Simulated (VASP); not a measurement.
# Si2Sb2Te (Imm2) in VASP: density of states with PBE

Aim: the density of states of Si2Sb2Te with PBE.

All numbers are computed with VASP 6.6.1; they aren't measurements. Logs are shortened: lines on timing, memory, paths and dates and some standing lists are left out, and cuts for length are marked.

## (1) Starting point

The structure is orthorhombic, space group Imm2 (No. 44). The conventional cell has a = 4.116 Å, b = 12.322 Å, c = 6.047 Å, α = 90.00°, β = 90.00°, γ = 90.00°. Around Si (site symmetry m) lie 1 Te at 2.56 Å and 3 Sb at 2.64 to 2.65 Å. Sb (site symmetry m) is surrounded by 3 Si at 2.64 to 2.65 Å. Te (site symmetry mm2) has 2 Si at 2.56 Å as nearest neighbours.

The cell was built by a generator and needn't be a form met in nature.

## (2) Density of states, PBE

The input, POSCAR:

```
Si2Sb2Te
1.0
   -2.0580800000      6.1609100000      3.0234900000
    2.0580800000     -6.1609100000      3.0234900000
    2.0580800000      6.1609100000     -3.0234900000
Si Sb Te
2 2 1
Direct
    0.6776560000      0.0093500000      0.6683050000
    0.3410450000      0.0093500000      0.3316950000
    0.0873930000      0.2365060000      0.8508860000
    0.3856200000      0.2365060000      0.1491140000
    0.7582050000      0.2582050000      0.5000000000
```

The input, INCAR.step1:

```
SYSTEM = Si2Sb2Te
PREC = Accurate
ENCUT = 520
EDIFF = 1E-6
ISMEAR = 0
SIGMA = 0.1
LREAL = .FALSE.
LASPH = .TRUE.
NELM = 60
ALGO = Fast
ISIF = 2
LWAVE = .FALSE.
LCHARG = .TRUE.
GGA = PE
KPAR = 4
```

The input, KPOINTS.step1:

```
Automatic mesh
0
G
  8 8 8
  0 0 0
```

The input, INCAR.step2:

```
SYSTEM = Si2Sb2Te
PREC = Accurate
ENCUT = 520
EDIFF = 1E-6
ISMEAR = -5
SIGMA = 0.1
LREAL = .FALSE.
LASPH = .TRUE.
NELM = 60
ALGO = Fast
ISIF = 2
LWAVE = .FALSE.
LCHARG = .FALSE.
GGA = PE
LORBIT = 10
KPAR = 4
NEDOS = 2001
ICHARG = 11
```

The input, KPOINTS.step2:

```
Automatic mesh
0
G
  12 12 12
  0 0 0
```

Potentials or basis: VASP PAW PBE potentials, release 64 (Si, Sb, Te).

On the command line:

```
> cat potpaw_PBE.64/Si/POTCAR potpaw_PBE.64/Sb/POTCAR potpaw_PBE.64/Te/POTCAR > POTCAR
> cp INCAR.step1 INCAR
> cp KPOINTS.step1 KPOINTS
> mpirun -np 4 vasp_std > vasp.out
> cp INCAR.step2 INCAR
> cp KPOINTS.step2 KPOINTS
> mpirun -np 4 vasp_std > vasp.out
```

OUTCAR:

```text
SYSTEM = Si2Sb2Te
   PREC = Accurate
   ENCUT = 520
   EDIFF = 1E-6
   ISMEAR = -5
   LREAL = .FALSE.
   LASPH = .TRUE.
   NELM = 60
   ISIF = 2
   GGA = PE
   LORBIT = 10
   ICHARG = 11

 ion  position               nearest neighbor table
   1  0.678  0.009  0.668-   5 2.56   3 2.64   4 2.65   4 2.65
   2  0.341  0.009  0.332-   5 2.56   4 2.64   3 2.65   3 2.65
   3  0.087  0.237  0.851-   1 2.64   2 2.65   2 2.65   4 3.67
   4  0.386  0.237  0.149-   2 2.64   1 2.65   1 2.65   3 3.67
   5  0.758  0.258  0.500-   2 2.56   1 2.56

  LATTYP: Found a body centered orthorhombic cell.
 ALAT       =     4.1161600000
 B/A-ratio  =     1.4690828345
 C/A-ratio  =     2.9935230895

  Lattice vectors:

 A1 = (  -2.0580800000,   6.1609100000,  -3.0234900000)
 A2 = (   2.0580800000,   6.1609100000,   3.0234900000)
 A3 = (   2.0580800000,  -6.1609100000,  -3.0234900000)

Analysis of symmetry for initial positions (statically):
=====================================================================
 Subroutine PRICEL returns:
 Original cell was already a primitive cell.

 Routine SETGRP: Setting up the symmetry group for a
 body centered orthorhombic supercell.

 Subroutine GETGRP returns: Found  4 space group operations
 (whereof  4 operations were pure point group operations)
 out of a pool of  8 trial point group operations.

The static configuration has the point symmetry C_2v.

Analysis of symmetry for dynamics (positions and initial velocities):
=====================================================================
 Subroutine PRICEL returns:
 Original cell was already a primitive cell.

 Routine SETGRP: Setting up the symmetry group for a
 body centered orthorhombic supercell.

 Subroutine GETGRP returns: Found  4 space group operations
 (whereof  4 operations were pure point group operations)
 out of a pool of  8 trial point group operations.

The dynamic configuration has the point symmetry C_2v.

 Subroutine INISYM returns: Found  4 space group operations
 (whereof  4 operations are pure point group operations),
 and found     1 'primitive' translations

----------------------------------------------------------------------------------------

                                     Primitive cell

  volume of cell :     153.3471

  direct lattice vectors                    reciprocal lattice vectors
    -2.058080000  6.160910000  3.023490000     0.000000000  0.081156842  0.165371805
     2.058080000 -6.160910000  3.023490000     0.242944881  0.000000000  0.165371805
     2.058080000  6.160910000 -3.023490000     0.242944881  0.081156842  0.000000000

  length of vectors
     7.164774741  7.164774741  7.164774741     0.184212559  0.293887817  0.256141851

  position of ions in fractional coordinates (direct lattice)
     0.677656000  0.009350000  0.668305000
     0.341045000  0.009350000  0.331695000
     0.087393000  0.236506000  0.850886000
     0.385620000  0.236506000  0.149114000
     0.758205000  0.258205000  0.500000000

  ion indices of the primitive-cell ions
   primitive index   ion index
                 1           1
                 2           2
                 3           3
                 4           4
                 5           5

----------------------------------------------------------------------------------------

 KPOINTS: Automatic mesh

Automatic generation of k-mesh.
 Grid dimensions read from file:
 generate k-points for:   12   12   12

 Generating k-lattice:

  Cartesian coordinates                     Fractional coordinates (reciprocal lattice)
     0.000000000  0.006763070  0.013780984     0.083333333  0.000000000 -0.000000000
     0.020245407  0.000000000  0.013780984     0.000000000  0.083333333  0.000000000
     0.020245407  0.006763070  0.000000000    -0.000000000  0.000000000  0.083333333

  Length of vectors
     0.015351047  0.024490651  0.021345154

  Shift w.r.t. Gamma in fractional coordinates (k-lattice)
     0.000000000  0.000000000  0.000000000

 TETIRR: Found   4343 inequivalent tetrahedra from    10368

 Subroutine IBZKPT returns following result:
 ===========================================

 Found    280 irreducible k-points:

 Following reciprocal coordinates:
            Coordinates               Weight
  0.000000  0.000000  0.000000      1.000000
  0.083333  0.000000 -0.000000      4.000000
  0.166667  0.000000  0.000000      4.000000
  0.250000  0.000000  0.000000      4.000000
  0.333333 -0.000000  0.000000      4.000000
  0.416667  0.000000  0.000000      4.000000
[... 16 lines left out ...]
  0.250000  0.166667  0.000000      8.000000
  0.333333  0.166667  0.000000      8.000000
 [... further k-points ...]
   k-points           NKPTS =    280   k-points in BZ     NKDIM =    280   number of bands    NBANDS=     16
   number of dos      NEDOS =   2001   number of ions     NIONS =      5
   total plane-waves  NPLWV = 157464
   dimension x,y,z NGX =    54 NGY =   54 NGZ =   54
   dimension x,y,z NGXF=   108 NGYF=  108 NGZF=  108
   ions per type =               2   2   1
   NGX,Y,Z   is equivalent  to a cutoff of  12.53, 12.53, 12.53 a.u.
   NGXF,Y,Z  is equivalent  to a cutoff of  25.06, 25.06, 25.06 a.u.
 SYSTEM =  Si2Sb2Te
   PREC   = accura    normal or accurate (medium, high low for compatibility)
   ISTART =      0    job   : 0-new  1-cont  2-samecut
   ICHARG =     11    charge: 1-file 2-atom 10-const
   ISPIN  =      1    spin polarized calculation?
   LNONCOLLINEAR =      F non collinear calculations
   LSORBIT =      F    spin-orbit coupling
   LASPH  =      T    aspherical Exc in radial PAW
   ENCUT  =  520.0 eV  38.22 Ry    6.18 a.u.  13.32 13.32 13.32*2*pi/ulx,y,z
   NELM   =     60;   NELMIN=  2; NELMDL=  0     # of ELM steps
   EDIFF  = 0.1E-05   stopping-criterion for ELM
   LREAL  =      F    real-space projection
   EDIFFG = 0.1E-04   stopping-criterion for IOM
   NSW    =      0    number of steps for IOM
   IBRION =     -1    ionic relax: 0-MD 1-quasi-New 2-CG
   NFREE  =      0    steps in history (QN), initial steepest desc. (CG)
   ISIF   =      2    stress and relaxation
   ISYM   =      2    0-nonsym 1-usesym 2-fastsym
   POTIM  = 0.5000    time-step for ionic-motion
   TEBEG  =    0.0;   TEEND  =   0.0 temperature during run
   PSTRESS=    0.0 pullay stress
   NELECT =      24.0000    total number of electrons
   NUPDOWN=      -1.0000    fix difference up-down
   EMIN   =  10.00;   EMAX   =-10.00  energy-range for DOS
   EFERMI =   0.00;   METHOD = LEGACY
   ISMEAR =    -5;   SIGMA  =   0.10  broadening in eV -4-tet -1-fermi 0-gaus
   EFERMI_NEDOS =   21; number of points for ismear=-14 and -15
   IALGO  =     68    algorithm
   IMIX   =      4    mixing-type and parameters
     AMIX     =   0.40;   BMIX     =  1.00
     AMIX_MAG =   1.60;   BMIX_MAG =  1.00
  volume/ion in A,a.u.               =      30.67       206.97
  Fermi-wavevector in a.u.,A,eV,Ry     =   0.882240  1.667192 10.590057  0.778347
  Thomas-Fermi vector in A             =   2.002845
   LORBIT       =     10    0 simple, 1 ext, 2 COOP (PROOUT), +10 PAW based schemes
   GGA     = PE    functional components
   LHFCALC =     F    Hartree Fock is set to
   AEXX    =    0.0000 exact exchange contribution
   IVDW    =     0    specifies the selected vdW correction
   LEPSILON=     F    determine dielectric tensor
   LRPA    =     F    only Hartree local field effects (RPA)
 non-spin polarized calculation
 RMM-DIIS sequential band-by-band and
 Fermi weights with tetrahedron method with Bloechl corrections
  energy-cutoff  :      520.00
  volume of cell :      153.35
 maximum number of plane-waves:      4150
 NGX is ok and might be reduce to    54

 number of electron      24.0000001 magnetization

 Free energy of the ion-electron system (eV)
  ---------------------------------------------------
  ext. energy  EPLUGINS =         0.00000000
  ---------------------------------------------------
  free energy    TOTEN  =       -21.55632242 eV

  energy without entropy =      -21.55632242  energy(sigma->0) =      -21.55632242

 E-fermi :   5.3128     XC(G=0):  -8.7425

 val. band max:        5.3096158388   @ k =   0.0000   0.0000   0.0000
 cond. band min:       5.3613924404   @ k =  -0.3333  -0.3333   0.3333
 fundamental gap:      0.0517766016
 Fermi energy:         5.3127689061

 k-point     1 :       0.0000    0.0000    0.0000
  band No.  band energies     occupation
      1      -7.2019      2.00000
      2      -5.1890      2.00000
      3      -4.5604      2.00000
      4      -2.5975      2.00000
      5      -0.0038      2.00000
      6       0.6273      2.00000
[... 8 lines left out ...]
     15       6.9082      0.00000
     16       7.4144      0.00000

 k-point     2 :       0.0833    0.0000   -0.0000
  band No.  band energies     occupation
      1      -7.1802      2.00000
      2      -5.2193      2.00000
      3      -4.6019      2.00000
      4      -2.5535      2.00000
      5      -0.1390      2.00000
      6       0.8175      2.00000
[... 8 lines left out ...]
     15       6.9484      0.00000
     16       7.5057      0.00000

 k-point     3 :       0.1667    0.0000    0.0000
  band No.  band energies     occupation
      1      -7.1171      2.00000
      2      -5.2979      2.00000
      3      -4.7219      2.00000
      4      -2.4262      2.00000
      5      -0.3352      2.00000
      6       1.0910      2.00000
[... 8 lines left out ...]
     15       7.0255      0.00000
     16       7.8000      0.00000

 k-point     4 :       0.2500    0.0000    0.0000
  band No.  band energies     occupation
      1      -7.0194      2.00000
      2      -5.4021      2.00000
      3      -4.8950      2.00000
      4      -2.2417      2.00000
      5      -0.4633      2.00000
      6       1.3444      2.00000
[... 8 lines left out ...]
     15       7.0919      0.00000
     16       7.9629      0.00000

 k-point     5 :       0.3333   -0.0000    0.0000
  band No.  band energies     occupation
      1      -6.9023      2.00000
      2      -5.5147      2.00000
      3      -5.0708      2.00000
      4      -2.0545      2.00000
      5      -0.4918      2.00000
      6       1.5453      2.00000
[... 8 lines left out ...]
     15       7.1369      0.00000
     16       7.8803      0.00000

 k-point     6 :       0.4167    0.0000    0.0000
  band No.  band energies     occupation
      1      -6.7965      2.00000
      2      -5.6168      2.00000
      3      -5.1942      2.00000
      4      -1.9247      2.00000
      5      -0.4354      2.00000
      6       1.5302      2.00000
[... 8 lines left out ...]
     15       7.1631      0.00000
     16       7.8529      0.00000
[... 267 lines left out ...]
 k-point    21 :       0.0833    0.1667   -0.0000
  band No.  band energies     occupation
      1      -6.9151      2.00000
      2      -5.1821      2.00000
      3      -4.7228      2.00000
      4      -2.3764      2.00000
      5      -0.5131      2.00000
      6       1.2013      2.00000
[... 8 lines left out ...]
     15       7.5062      0.00000
     16       8.0005      0.00000

 k-point    22 :       0.1667    0.1667    0.0000
  band No.  band energies     occupation
      1      -6.8170      2.00000
      2      -5.2573      2.00000
      3      -4.9149      2.00000
      4      -2.1604      2.00000
      5      -0.6243      2.00000
      6       1.2907      2.00000
[... 8 lines left out ...]
     15       7.4710      0.00000
     16       8.1020      0.00000

 k-point    23 :       0.2500    0.1667    0.0000
  band No.  band energies     occupation
      1      -6.7167      2.00000
      2      -5.3554      2.00000
      3      -5.0540      2.00000
      4      -1.9623      2.00000
      5      -0.6815      2.00000
      6       1.3389      2.00000
[... 8 lines left out ...]
     15       7.5276      0.00000
     16       8.1651      0.00000

 k-point    24 :       0.3333    0.1667    0.0000
  band No.  band energies     occupation
      1      -6.6487      2.00000
      2      -5.4579      2.00000
      3      -5.0939      2.00000
      4      -1.8445      2.00000
      5      -0.6878      2.00000
      6       1.3466      2.00000
[... 8 lines left out ...]
     15       7.5826      0.00000
     16       8.0575      0.00000

 [... further k-points ...]

------------------------ aborting loop because EDIFF is reached ----------------------------------------

  FORCE on cell =-STRESS in cart. coord.  units (eV):
  Direction    XX          YY          ZZ          XY          YZ          ZX
  --------------------------------------------------------------------------------------
  -------------------------------------------------------------------------------------
  Total       -0.0094617      0.0031879      0.0052402      0.0000000      0.0000000      0.0000000
  in kB       -0.0988567      0.0333070      0.0547495      0.0000000      0.0000000      0.0000000
  external PRESSURE =      -0.0036001 kB  Pullay stress =       0.0000000 kB

 VOLUME and BASIS-vectors are now :
 -----------------------------------------------------------------------------
  energy-cutoff  :      520.00
  volume of cell :      153.35
      direct lattice vectors                 reciprocal lattice vectors
    -2.058080000  6.160910000  3.023490000     0.000000000  0.081156842  0.165371805
     2.058080000 -6.160910000  3.023490000     0.242944881  0.000000000  0.165371805
     2.058080000  6.160910000 -3.023490000     0.242944881  0.081156842  0.000000000

 POSITION                                       TOTAL-FORCE (eV/Angst)
 -----------------------------------------------------------------------------------
     -0.00000      8.23474      0.05654         0.000000     -0.002654      0.000809
      0.00000      4.08709      0.05654         0.000000      0.002654      0.000809
      2.05808      4.32356     -1.59334        -0.000000     -0.003176     -0.000361
     -0.00000      1.83736      1.43015         0.000000      0.003176     -0.000361
      0.00000      6.16091      1.56136        -0.000000      0.000000     -0.000895
 -----------------------------------------------------------------------------------
    total drift:                                0.000467     -0.001386     -0.000030

  FREE ENERGIE OF THE ION-ELECTRON SYSTEM (eV)
  ---------------------------------------------------
  free  energy   TOTEN  =       -21.5563224189 eV

  energy  without entropy=      -21.5563224189  energy(sigma->0) =      -21.55632242

 total charge

# of ion       s       p       d       tot
------------------------------------------
    1        0.783   0.799   0.000   1.583
    2        0.783   0.799   0.000   1.583
    3        1.192   1.210   0.033   2.435
    4        1.192   1.210   0.033   2.435
    5        1.387   1.971   0.035   3.393
--------------------------------------------------
tot          5.338   5.989   0.102  11.428
```

Run time: 4.6 min. Hardware: 4 MPI ranks of Intel Xeon Platinum 8259CL at 2.50GHz (Skylake/Cascade Lake), shared host; peak memory 0.95 GiB.

What came out:

```
Valence electrons inside the program's atomic spheres : Si 1.58; Sb 2.44; Te 3.39
```

States per cell in windows of 0.5 eV (zero at the valence-band top; states under -8 eV left out):
| from (eV) | total | Te5_p | Sb3_p | Sb4_p | Si1_p | Si2_p | Si1_s |
| --- | --- | --- | --- | --- | --- | --- | --- |
| -8.0 | 1.02 | 0.04 | 0.03 | 0.03 | 0.01 | 0.01 | 0.14 |
| -7.5 | 1.06 | 0.04 | 0.03 | 0.03 | 0.01 | 0.01 | 0.13 |
| -7.0 | 0.54 | 0.02 | 0.02 | 0.02 | 0.01 | 0.01 | 0.06 |
| -6.5 | 0.49 | 0.02 | 0.02 | 0.02 | 0.01 | 0.01 | 0.05 |
| -6.0 | 0.69 | 0.05 | 0.02 | 0.02 | 0.01 | 0.01 | 0.06 |
| -5.5 | 0.07 | 0.01 | 0.00 | 0.00 | 0.00 | 0.00 | 0.01 |
| -5.0 | 0.25 | 0.03 | 0.01 | 0.01 | 0.01 | 0.01 | 0.00 |
| -4.5 | 1.84 | 0.18 | 0.13 | 0.13 | 0.11 | 0.11 | 0.01 |
| -4.0 | 1.85 | 0.21 | 0.12 | 0.12 | 0.11 | 0.11 | 0.01 |
| -3.5 | 2.31 | 0.27 | 0.16 | 0.16 | 0.14 | 0.14 | 0.01 |
| -3.0 | 1.54 | 0.15 | 0.13 | 0.13 | 0.09 | 0.09 | 0.01 |
| -2.5 | 1.69 | 0.23 | 0.13 | 0.13 | 0.09 | 0.09 | 0.01 |
| -2.0 | 1.49 | 0.17 | 0.13 | 0.13 | 0.07 | 0.07 | 0.01 |
| -1.5 | 1.55 | 0.18 | 0.14 | 0.14 | 0.06 | 0.06 | 0.01 |
| -1.0 | 1.15 | 0.23 | 0.10 | 0.10 | 0.03 | 0.03 | 0.00 |
| -0.5 | 0.37 | 0.11 | 0.03 | 0.03 | 0.01 | 0.01 | 0.00 |
| 0.0 | 0.18 | 0.01 | 0.01 | 0.01 | 0.00 | 0.00 | 0.01 |
| 0.5 | 1.36 | 0.08 | 0.09 | 0.09 | 0.03 | 0.03 | 0.07 |
| 1.0 | 2.03 | 0.12 | 0.14 | 0.14 | 0.06 | 0.06 | 0.09 |
| 1.5 | 1.48 | 0.08 | 0.09 | 0.09 | 0.07 | 0.07 | 0.04 |
| 2.0 | 1.85 | 0.07 | 0.09 | 0.09 | 0.13 | 0.13 | 0.02 |
| 2.5 | 1.08 | 0.05 | 0.05 | 0.05 | 0.08 | 0.08 | 0.01 |
| 3.0 | 0.00 | 0.00 | 0.00 | 0.00 | 0.00 | 0.00 | 0.00 |
| 3.5 | 0.00 | 0.00 | 0.00 | 0.00 | 0.00 | 0.00 | 0.00 |

Spin-orbit coupling is left out, which matters for the levels of Sb, Te.
